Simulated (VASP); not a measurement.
All values below come from optB86b-vdW, VASP's PBE PAW potentials (set 64) (plane waves; VASP).

The input files of a VASP run:

File POSCAR:
```
La
1.0
  1.8516814159  -3.2072065066   0.0000000000
  1.8516814159   3.2072065066   0.0000000000
  0.0000000000   0.0000000000  11.8402504860
La
4
Cart
  3.7033628318   0.0000000000   5.9201252430
  3.7033628318   0.0000000000  11.8402504860
  1.8516814159   1.0690709737   2.9600626215
  1.8516814159  -1.0690709737   8.8801878645
```

### KPOINTS
```
Automatic mesh
0
Gamma
11 11 3
0 0 0
```

**INCAR**
```
PARAM1  =  0.1234
LEFG  =  .TRUE.
ISIF  =  2
LCHARG  =  .TRUE.
SYSTEM  =  La
PREC  =  Accurate
LORBIT  =  11   # lm-projected
EDIFF  =  1E-7   # SCF stop (eV)
AGGAC  =  0.0
ALGO  =  Normal
NELM  =  100   # most electronic steps
ENCUT  =  520   # plane-wave cut-off (eV)
LUSE_VDW  =  .TRUE.
ISMEAR  =  -5
LASPH  =  .TRUE.   # aspherical one-centre terms
GGA  =  MK
LMAXMIX  =  6
PARAM2  =  1.0
NEDOS  =  601   # DOS grid
LWAVE  =  .FALSE.
LREAL  =  .FALSE.
```

POTCAR, in this order: La (PBE.64 set). Program: vasp_std.

Q: What will the output report for the number of irreducible k-points (NKPTS), largest plane-wave count, number of space-group operations, FFT grid (NGX, NGY, NGZ)?

A: 
* **number of irreducible k-points (NKPTS)**: 32
* **largest plane-wave count**: 3800
* **number of space-group operations**: 24
* **FFT grid (NGX, NGY, NGZ)**: 28 × 28 × 90

The compound is La in the dhcp structure. It was relaxed first, which changed the volume by -6 %.
